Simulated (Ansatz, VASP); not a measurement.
## Al (Al(110)): VASP beside Ansatz

Aim: how closely do two programs agree when they are given the same cell, functional and k mesh?

Method: plane waves, with VASP 6.6.1 beside it; single point at PBEsol, single point at LDA and single point at r2SCAN, in Ansatz 0.2.0.

## Step 1: The starting structure

The cell holds 7 atoms: 7 Al. Cell: a = 4.050 Å, b = 2.864 Å, c = 26.591 Å, α = 90.0°, β = 90.0°, γ = 90.0°. Vacuum lies along c.

## Step 2: Ansatz: single point, PBEsol

Ansatz runs on its default PAW (the set named soft_2) files.

With cell and atoms fixed, the geometry can't cause a difference; cores, projectors, grids and the points listed under the comparison can.

The input, input.yaml:

```yaml
crystal:
  lattice:
    - [4.05, 0.0, 0.0]
    - [0.0, 2.8637824638, 0.0]
    - [0.0, 0.0, 26.5913473914]
  atoms:
    - { symbol: Al, position: [0.0, 0.0, 0.3384559597] }
    - { symbol: Al, position: [0.5, 0.5, 0.3923039731] }
    - { symbol: Al, position: [0.0, 0.0, 0.4461519866] }
    - { symbol: Al, position: [0.5, 0.5, 0.5] }
    - { symbol: Al, position: [0.0, 0.0, 0.5538480134] }
    - { symbol: Al, position: [0.5, 0.5, 0.6076960269] }
    - { symbol: Al, position: [0.0, 0.0, 0.6615440403] }
hamiltonian:
  xc: pbesol
  pseudopotentials: { kind: paw }
kpoints:
  mp_grid: { grid: [9, 12, 1] }
scf:
  occupations: { method: methfessel_paxton, width: 0.1 }
  n_extra_bands: 5
efield:
  axis: 3
  dipole_correction: true
  ramp_width: 0.04
output:
  forces: true
  eigenvalues: true
```

The run is started by

```console
$ ansatz run input.yaml --threads 4 --pin off --max-ram 9216MiB --backend cpu --events-out ev --progress --plain --runs-dir out
```

Numbers of over 12 decimals in the logs are rounded to 6 here.

What it wrote:

```text
scf.n_extra_bands = 5 over 11 filled bands (N_el = 21.0): the run solves 16 bands
Engine: ansatz 0.2.0, aarch64-unknown-linux-gnu
Pseudopotentials: kind: paw
Pseudopotential: Al, paw, valence charge 3, recommended cutoff 420 eV (normal), Al.paw.azcp
Functional definition: PBEsol
  exchange = pbesol_x
  correlation = pbesol_c
Crystal: 7 atoms, lattice volume = 308.415 Å³
Basis set: ecut = 420 eV, 6033 PW (Γ), exchange–correlation on 60×40×360 points (8 copies of the dense FFT grid, shifted against one another)
Bands: 16, of which v1, the nominal top of the filled ones, is band 11 counted from 1 (10 counted from 0)
Symmetry: 4 space group operations
k-points: 35 of 108
Non-local potential: Al, projectors of the file, l = 0: 2, l = 1: 2, l = 2: 1
PAW form: soft (Blöchl's): semilocal exchange-correlation on the pseudo side does not see the compensation charge
PAW frozen core: Al, regenerated for the run's functional, and the local potential with it (the file was generated under x = pbe(κ = 0.804, μ = 0.219515), c = pbe(β = 0.066725))
PAW one-centre angular grid: Al, 110 points (default); XC on 64 Gauss nodes
Initial density: superposition of atomic densities (neutral atoms: chi_scale 0, normalization atom), corrected by the library's trained network
Initial wavefunctions: pseudopotential atomic-orbital guess
Functional: x = pbesol(κ = 0.804, μ = 0.123457), c = pbesol(β = 0.046)
SCF iter   1: F=—  HF=-3670.063712 eV  |F-HF|=—  |Δ(HF+E_count)|=         —  Δρ=1.45e-3  dr2=2.56e-2  ethr=1.77e-3  p=0.000 e·Å  D=7.56e-15 V/Å  ΔV_dip=-0.00 eV  dr2_dipole=1.03e-7  V_vac-E_F(+/−)=4.03/4.03 eV  ⟨swp⟩=8.8  Hψ=4155  notcnv=0
efield: sawtooth ramp at fractional position 0.9800 (placed from the atoms, in the widest stretch of the axis that holds none; the zero of the levels goes with the place), width 0.0400; the density the first Hamiltonian is built on has a dipole p = 0.000 e·Å; the dipole correction subtracts the counter field D = 7.56e-15 V/Å, which shifts the + side's vacuum level by -0.00 eV against the − side's; the planar-averaged density in the ramp window peaks in size at 4.1e-6 e/Å³
preconditioner: auto → LDOS  [metal: Δε(μ)=0.004 eV  Ē_g=5.898 eV  σ=0.100 eV  W_gap=0.03  n_scr=28 (ndim 8)  ℏωp=9.7 eV  f_vac=0.506  D(μ)=4.95/eV (n_scr^D=24)  β→1.0]
SCF iter   2: F=—  HF=-3670.062388 eV  |F-HF|=—  |Δ(HF+E_count)|=   1.32e-3  S|Δr|=    0.00e0  Δρ=5.34e-4  dr2=1.83e-3  ethr=1.22e-4  p=0.000 e·Å  D=8.57e-6 V/Å  ΔV_dip=-0.00 eV  dr2_dipole=2.60e-8  V_vac-E_F(+/−)=4.02/4.02 eV  ⟨swp⟩=2.3  Hψ=1103  notcnv=0  defer=6
SCF iter   3: F=—  HF=-3670.062431 eV  |F-HF|=—  |Δ(HF+E_count)|=   4.30e-5  S|Δr|=    0.00e0  Δρ=1.69e-4  dr2=3.17e-4  ethr=8.73e-6  p=0.000 e·Å  D=3.58e-6 V/Å  ΔV_dip=-0.00 eV  dr2_dipole=4.40e-9  V_vac-E_F(+/−)=4.03/4.03 eV  ⟨swp⟩=2.2  Hψ=887  notcnv=0  defer=6
SCF iter   4: F=—  HF=-3670.062435 eV  |F-HF|=—  |Δ(HF+E_count)|=   3.51e-6  S|Δr|=    0.00e0  Δρ=5.52e-5  dr2=5.18e-5  ethr=1.51e-6  p=0.000 e·Å  D=7.83e-7 V/Å  ΔV_dip=-0.00 eV  dr2_dipole=1.10e-10  V_vac-E_F(+/−)=4.02/4.02 eV  ⟨swp⟩=2.2  Hψ=791  notcnv=0  defer=6
SCF iter   5: F=—  HF=-3670.062482 eV  |F-HF|=—  |Δ(HF+E_count)|=   4.71e-5  S|Δr|=    0.00e0  Δρ=1.08e-5  dr2=1.67e-6  ethr=2.47e-7  p=-0.000 e·Å  D=-1.89e-8 V/Å  ΔV_dip=0.00 eV  dr2_dipole=1.93e-11  V_vac-E_F(+/−)=4.02/4.02 eV  ⟨swp⟩=1.7  Hψ=609  notcnv=0  defer=6
SCF iter   6: F=-3670.062483 eV  HF=-3670.062483 eV  |F-HF|=2.58e-8  |Δ(HF+E_count)|=   5.73e-7  S|Δr|=    0.00e0  Δρ=2.00e-6  dr2=2.76e-8  ethr=4.76e-10  p=-0.000 e·Å  D=-3.36e-8 V/Å  ΔV_dip=0.00 eV  dr2_dipole=1.12e-11  V_vac-E_F(+/−)=4.02/4.02 eV  ⟨swp⟩=10.3  Hψ=3714  notcnv=0
SCF 1 converged in 6 iterations: F = -3670.062483 eV  dr2 = 2.76e-8
  greatest PAW one-centre occupation: 0.485 electrons in one spin orbital (limit 2), on the Al atom at site 0 (counted from 0), in its partial waves of l = 0
SCF converged after 6 iterations
Stability not checked: this state was not tested for a lower state beside it, because cold or Methfessel-Paxton smearing, or corrected tetrahedra, fill the levels in a way that the test cannot read (fill_not_monotonic; see scf.lower_state_search)
Free energy (F): -3670.062483 eV
Harris-Foulkes:  -3670.062483 eV  (|F-HF|=2.58e-8)
Internal energy: -3670.059230 eV  (E = F + TS)
E sigma→0 (E₀):  -3670.061670 eV
Entropy (-TS):   -0.003252 eV (-0.465 meV/atom)
Fermi energy:    0.499112 eV
Step filling:    the computed levels leave a gap of 0.0103 eV = 0.1 smearing widths at the electron count; against every level under it full and every level over it empty, smearing changes F+E_penalty+E_count by -2.356 meV and its σ→0 estimate by -1.543 meV
Dipole field:    D = 0.000004 V/Å  (p = 0.000006 e·Å, saw-weighted, corrected)
Work function:   Φ+ = 4.0169 eV   Φ− = 4.0170 eV
Levels:          The Fermi level and band energies are counted from a zero that moves with the ramp; work functions are not
--- Per-component energies (eV) ---
  E_band       = -76.449873
  E_kinetic    = 151.800136
  E_local      = -5785.548024  (includes V_loc(G=0)·N_el)
  E_nonlocal   = 73.389993
  E_hartree    = 2853.323464
  E_xc         = -270.986134
  E_vxc        = -197.754616  (∫ρ·V_xc dr)
  E_paw        = -3182.566159  (= ΣΔE_a)
  E_vpaw       = -24.985408  (= ΣTr[D̂ρ^β])
  E_aug_tail   = -0.000017  (compensation charges beyond the density's cutoff)
  E_efield     = 0.000000  (sawtooth field / dipole correction)
  E_vefield    = 0.000000  (∫n·V_field dr)
  E_ewald      = 2490.393538
  E_core_change = 0.133973  (= ΣΔE_core)
  E_smearing   = -0.003252  (= −TS)
  E_closure    = -0.000000  (closes the sum)
  Σ components = -3670.062483   (vs F -3670.062483, Δ=0.00e0)
--- Forces (eV/Å), atoms counted from 1 ---
  atom   1  Al     0.00000000     0.00000000     0.35044601
  atom   2  Al     0.00000000     0.00000000    -0.23925402
  atom   3  Al     0.00000000     0.00000000     0.00245046
  atom   4  Al     0.00000000     0.00000000    -0.00000069
  atom   5  Al     0.00000000     0.00000000    -0.00245125
  atom   6  Al     0.00000000     0.00000000     0.23925397
  atom   7  Al     0.00000000     0.00000000    -0.35044566
  max |Σ_I F_I| component: 1.18e-6 eV/Å
--- Band table (eV; the first three rows and the last of 35) ---
  k-point 0: bands = [... 7 lower, -1.2122, -0.7601, 0.2312, 0.2368, 0.6120, 1.9453, 2.1361, 2.9727, ... 1 higher]
  k-point 1: bands = [... 7 lower, -1.0976, -0.6403, 0.3459, 0.3542, 0.7163, 2.0521, 2.2509, 3.0600, ... 1 higher]
  k-point 2: bands = [... 7 lower, -0.7537, -0.2937, 0.6900, 0.6926, 0.9273, 1.9644, 2.3533, 2.5951, ... 1 higher]
  k-point 34: bands = [... 7 lower, -2.1114, -1.9467, -1.7181, -1.0108, -0.3735, -0.1786, 0.6450, 1.0666, ... 1 higher]
```

Elapsed: 6.6 s, on 4 threads of Arm Neoverse V1, shared host; peak memory 0.52 GiB.

## Step 3: VASP: single point, PBEsol

The same cell, functional, mesh and smearing now go to VASP, with its own data sets and cutoff.

Lines of VASP's logs that name or quote its potential files are left out, and so is its time.

The input, INCAR:

```
SYSTEM = Al
PREC = Normal
ENCUT = 350
EDIFF = 1E-06
NELM = 120
ISMEAR = 1
SIGMA = 0.1
LREAL = .FALSE.
ALGO = Normal
GGA = PS
NBANDS = 17
LORBIT = 11
LWAVE = .FALSE.
LCHARG = .FALSE.
KPAR = 4
IDIPOL = 3
LDIPOL = .TRUE.
DIPOL = 0.5 0.5 0.5
LVHAR = .TRUE.
LVACPOTAV = .TRUE.
```

The input, POSCAR:

```
Al
1.0
    4.0500000000      0.0000000000      0.0000000000
    0.0000000000      2.8637824638      0.0000000000
    0.0000000000      0.0000000000     26.5913473914
Al
7
Direct
    0.0000000000      0.0000000000      0.3384559597
    0.5000000000      0.5000000000      0.3923039731
    0.0000000000      0.0000000000      0.4461519866
    0.5000000000      0.5000000000      0.5000000000
    0.0000000000      0.0000000000      0.5538480134
    0.5000000000      0.5000000000      0.6076960269
    0.0000000000      0.0000000000      0.6615440403
```

The input, KPOINTS:

```
Automatic mesh
0
Gamma
9 12 1
0 0 0
```

PAW data sets: Al (PBE family, release 64).

The run is started by

```console
$ mpirun -np 4 vasp_std
```

What it wrote:

```text
[banner, memory and clock lines left out]
running    4 mpi-ranks, on    1 nodes
 distrk:  each k-point on    1 cores,    4 groups
 distr:  one band on    1 cores,    1 groups

 POSCAR found type information on POSCAR Al
 POSCAR found :  1 types and       7 ions
|                                                                             |
|               ----> ADVICE to this user running VASP <----                  |
|                                                                             |
|     You enforced a specific xc type in the INCAR file but a different       |
|     [... a line on the potential file left out ...]
|     I HOPE YOU KNOW WHAT YOU ARE DOING!                                     |
|                                                                             |

 LDA part: xc-table for (Slater+PW92), standard interpolation
 POSCAR, INCAR and KPOINTS ok, starting setup
 FFT: planning ... GRIDC
 FFT: planning ... GRID_SOFT
 FFT: planning ... GRID
 WAVECAR not read
 entering main loop
       N       E                     dE             d eps       ncg     rms          rms(c)
DAV:   1     0.479527221298E+02    0.47953E+02   -0.52511E+03  1190   0.623E+02
DAV:   2    -0.253422489805E+02   -0.73295E+02   -0.71006E+02  1670   0.124E+02
DAV:   3    -0.280312193750E+02   -0.26890E+01   -0.26430E+01  1571   0.263E+01
DAV:   4    -0.281416938285E+02   -0.11047E+00   -0.10935E+00  2090   0.611E+00
DAV:   5    -0.281438737967E+02   -0.21800E-02   -0.21799E-02  2055   0.709E-01    0.416E+00
DAV:   6    -0.271881539598E+02    0.95572E+00   -0.76198E+00  1321   0.928E+00    0.246E+00
DAV:   7    -0.269382324357E+02    0.24992E+00   -0.14570E+00  1368   0.555E+00    0.145E+00
DAV:   8    -0.268640209083E+02    0.74212E-01   -0.25483E-01  1481   0.204E+00    0.361E-01
DAV:   9    -0.268633274480E+02    0.69346E-03   -0.23416E-02  1561   0.730E-01    0.236E-01
DAV:  10    -0.268615484551E+02    0.17790E-02   -0.38583E-03  1566   0.316E-01    0.121E-01
DAV:  11    -0.268617597880E+02   -0.21133E-03   -0.91483E-04  1645   0.148E-01    0.545E-02
DAV:  12    -0.268621115802E+02   -0.35179E-03   -0.92980E-04  1416   0.107E-01    0.315E-02
DAV:  13    -0.268626242311E+02   -0.51265E-03   -0.18686E-04  1399   0.567E-02    0.195E-02
DAV:  14    -0.268631974288E+02   -0.57320E-03   -0.17794E-04  1299   0.501E-02    0.162E-02
DAV:  15    -0.268635788631E+02   -0.38143E-03   -0.35427E-05  1378   0.291E-02    0.901E-03
DAV:  16    -0.268637528172E+02   -0.17395E-03   -0.15907E-05  1380   0.170E-02    0.290E-03
DAV:  17    -0.268638079342E+02   -0.55117E-04   -0.79706E-06  1339   0.922E-03    0.360E-03
DAV:  18    -0.268638225245E+02   -0.14590E-04   -0.28179E-06  1255   0.477E-03    0.115E-03
DAV:  19    -0.268638404883E+02   -0.17964E-04   -0.10333E-06  1075   0.291E-03    0.553E-04
DAV:  20    -0.268638536685E+02   -0.13180E-04   -0.85402E-07  1093   0.239E-03    0.882E-04
DAV:  21    -0.268638595728E+02   -0.59043E-05   -0.22807E-07  1086   0.159E-03    0.399E-04
DAV:  22    -0.268638620032E+02   -0.24304E-05   -0.96108E-08  1005   0.959E-04    0.298E-04
DAV:  23    -0.268638625835E+02   -0.58031E-06   -0.21334E-08   967   0.562E-04
|                                                                             |
|           W    W    AA    RRRRR   N    N  II  N    N   GGGG   !!!           |
|           W    W   A  A   R    R  NN   N  II  NN   N  G    G  !!!           |
|           W    W  A    A  R    R  N N  N  II  N N  N  G       !!!           |
|           W WW W  AAAAAA  RRRRR   N  N N  II  N  N N  G  GGG   !            |
|           WW  WW  A    A  R   R   N   NN  II  N   NN  G    G                |
|           W    W  A    A  R    R  N    N  II  N    N   GGGG   !!!           |
|                                                                             |
|     Did not find any points to average over, which means that no vacuum     |
|     field-free region was found. Please increase the size of  your cell     |
|     in the dimension of the dipole correction to obtain accurate            |
|     workfunction values.                                                    |
|                                                                             |

   1 F= -.26863863E+02 E0= -.26862775E+02  d E =-.326316E-02
```

OUTCAR, selected parts (step 3):

```text
ion  position               nearest neighbor table
   1  0.000  0.000  0.338-   2 2.86   2 2.86   2 2.86   2 2.86   3 2.86
   2  0.500  0.500  0.392-   1 2.86   1 2.86   1 2.86   1 2.86   4 2.86   3 2.86   3 2.86   3 2.86
                             3 2.86
   3  0.000  0.000  0.446-   5 2.86   4 2.86   4 2.86   4 2.86   4 2.86   1 2.86   2 2.86   2 2.86
                             2 2.86   2 2.86
   4  0.500  0.500  0.500-   3 2.86   5 2.86   3 2.86   5 2.86   3 2.86   5 2.86   3 2.86   5 2.86
                             2 2.86   6 2.86
   5  0.000  0.000  0.554-   3 2.86   4 2.86   4 2.86   4 2.86   4 2.86   7 2.86   6 2.86   6 2.86
                             6 2.86   6 2.86
   6  0.500  0.500  0.608-   7 2.86   7 2.86   7 2.86   7 2.86   4 2.86   5 2.86   5 2.86   5 2.86
                             5 2.86
   7  0.000  0.000  0.662-   6 2.86   6 2.86   6 2.86   6 2.86   5 2.86

  LATTYP: Found a simple orthorhombic cell.
 ALAT       =     2.8637824638
 B/A-ratio  =     1.4142135624
 C/A-ratio  =     9.2853936106

 Subroutine GETGRP returns: Found  8 space group operations
 (whereof  8 operations were pure point group operations)

The static configuration has the point symmetry D_2h.

 Found     35 irreducible k-points:

   k-points           NKPTS =     35   k-points in BZ     NKDIM =     35   number of bands    NBANDS=     17

   dimension x,y,z NGX =    20 NGY =   14 NGZ =  126
   dimension x,y,z NGXF=    40 NGYF=   28 NGZF=  252

   ENCUT  =  350.0 eV  25.72 Ry    5.07 a.u.   6.18  4.37 40.56*2*pi/ulx,y,z

   NELECT =      21.0000    total number of electrons

 k-points in reciprocal lattice and weights: Automatic mesh
   0.00000000  0.00000000  0.00000000       0.009
   0.11111111  0.00000000  0.00000000       0.019
   0.22222222  0.00000000  0.00000000       0.019
   0.33333333  0.00000000  0.00000000       0.019
   0.44444444  0.00000000  0.00000000       0.019
   0.00000000  0.08333333  0.00000000       0.019
   0.11111111  0.08333333  0.00000000       0.037
   0.22222222  0.08333333  0.00000000       0.037
   0.33333333  0.08333333  0.00000000       0.037
[...]
0.33333333  0.50000000  0.00000000       0.019
   0.44444444  0.50000000  0.00000000       0.019

 dipolmoment           0.000000      0.000000     -0.000000 electrons x Angstroem

 average (electrostatic) potential at core
       1 -79.9013       2 -79.8198       3 -79.7361       4 -79.7554       5 -79.7361
       6 -79.8198       7 -79.9013

 E-fermi :   0.5243

 k-point     1 :       0.0000    0.0000    0.0000
  band No.  band energies     occupation
    ...
      7      -1.4600      2.00000
      8      -1.1902      2.00000
      9      -0.7333      2.00000
     10       0.2555      2.00096
     11       0.2646      2.00149
     12       0.6350     -0.06597
     13       1.9749     -0.00000
     14       2.1635     -0.00000
     15       2.9990      0.00000
     16       3.8406      0.00000
    ...

 k-point     2 :       0.1111    0.0000    0.0000
  band No.  band energies     occupation
    ...
      5      -3.6000      2.00000
      6      -3.2825      2.00000
      7      -2.4086      2.00000
      8      -1.3730      2.00000
      9      -0.9273      2.00000
     10       0.6972     -0.03463
     11       0.8564     -0.00003
     12       1.1058     -0.00000
     13       1.6579     -0.00000
     14       3.1227      0.00000
    ...

 k-point     3 :       0.2222    0.0000    0.0000
  band No.  band energies     occupation
    ...
      6      -3.9194      2.00000
      7      -3.3055      2.00000
      8      -2.3534      2.00000
      9      -1.3196      2.00000
     10      -0.1247      2.00000
     11       0.9317     -0.00000
     12       2.1743     -0.00000
     13       2.8425      0.00000
     14       3.3243      0.00000
     15       3.7783      0.00000
    ...

  Total       -3.1485151     -3.3463647     -1.6367885      0.0000000      0.0000000      0.0000000
  in kB      -16.3561459    -17.3839500     -8.5029133      0.0000000      0.0000000      0.0000000
  external PRESSURE =     -14.0810031 kB  Pullay stress =       0.0000000 kB

  energy-cutoff  :      350.00
  volume of cell :      308.41
      direct lattice vectors                 reciprocal lattice vectors
     4.050000000  0.000000000  0.000000000     0.246913580  0.000000000  0.000000000
     0.000000000  2.863782464  0.000000000     0.000000000  0.349188534  0.000000000
     0.000000000  0.000000000 26.591347391     0.000000000  0.000000000  0.037606218

 POSITION                                       TOTAL-FORCE (eV/Angst)
 -----------------------------------------------------------------------------------
      0.00000      0.00000      9.00000         0.000000     -0.000000      0.344968
      2.02500      1.43189     10.43189         0.000000     -0.000000     -0.240482
      0.00000      0.00000     11.86378         0.000000      0.000000      0.002479
      2.02500      1.43189     13.29567         0.000000     -0.000000     -0.000000
      0.00000      0.00000     14.72756         0.000000     -0.000000     -0.002479
      2.02500      1.43189     16.15946         0.000000     -0.000000      0.240482
      0.00000      0.00000     17.59135         0.000000     -0.000000     -0.344968
 -----------------------------------------------------------------------------------
    total drift:                                0.000000     -0.000000     -0.000000

  FREE ENERGIE OF THE ION-ELECTRON SYSTEM (eV)
  ---------------------------------------------------
  free  energy   TOTEN  =       -26.8638625835 eV

  energy  without entropy=      -26.8605994213  energy(sigma->0) =      -26.86277486

 vacuum level on the upper side and lower side of the slab         4.543         4.543

 total charge
# of ion       s       p       d       tot
------------------------------------------
    1        0.477   0.282   0.000   0.759
    2        0.434   0.328   0.000   0.762
    3        0.434   0.338   0.000   0.772
    4        0.430   0.339   0.000   0.769
    5        0.434   0.338   0.000   0.772
    6        0.434   0.328   0.000   0.762
    7        0.477   0.282   0.000   0.759
--------------------------------------------------
tot          3.119   2.236   0.000   5.356

[... 3 further parts left out ...]
```

## Step 4: Comparison

Known differences besides the potentials themselves: the cutoff is 420 eV in Ansatz and 350 eV in VASP (PREC = Normal); Ansatz makes its cores anew for this functional, VASP keeps those of its PBE data sets; VASP leaves aspherical gradient terms in its spheres out (LASPH is not set), Ansatz keeps them. Total energies have different zeros and are not compared.

The two programs side by side:

```csv
quantity,Ansatz,VASP,difference
"work function, lower of the two faces (eV)",4.02,4.02,0.00
"work function, higher of the two faces (eV)",4.02,4.02,0.00
```

Forces (eV/Å; atoms numbered as in POSCAR):

```csv
atom,"Ansatz x, y, z","VASP x, y, z"
Al1,"0.000, 0.000, 0.350","0.000, 0.000, 0.345"
Al2,"0.000, 0.000, -0.239","0.000, 0.000, -0.240"
Al3,"0.000, 0.000, 0.002","0.000, 0.000, 0.002"
Al4,"0.000, 0.000, 0.000","0.000, 0.000, 0.000"
Al5,"0.000, 0.000, -0.002","0.000, 0.000, -0.002"
Al6,"0.000, 0.000, 0.239","0.000, 0.000, 0.240"
Al7,"0.000, 0.000, -0.350","0.000, 0.000, -0.345"
```

The forces differ by 1.7 meV/Å r.m.s., which is 1.3 % of the r.m.s. force of 0.13 eV/Å (both taken over all components). VASP's log warns that it found no field-free region in the vacuum, so its work functions are uncertain.

(Continued in part 2 of 2.)

[Lines on the potential files, build, host, timing and source positions are cut from VASP's logs without a mark.]

[Logs are printed without paths, hosts, clocks, repeated set-up lines and the standing remarks that a program may print on its own settings, such as how far it seeks lower states.]

[Hosts, paths, dates, database ids (printed as entryN), source tags and the programs' standing remarks are cut or masked in the printed files.]
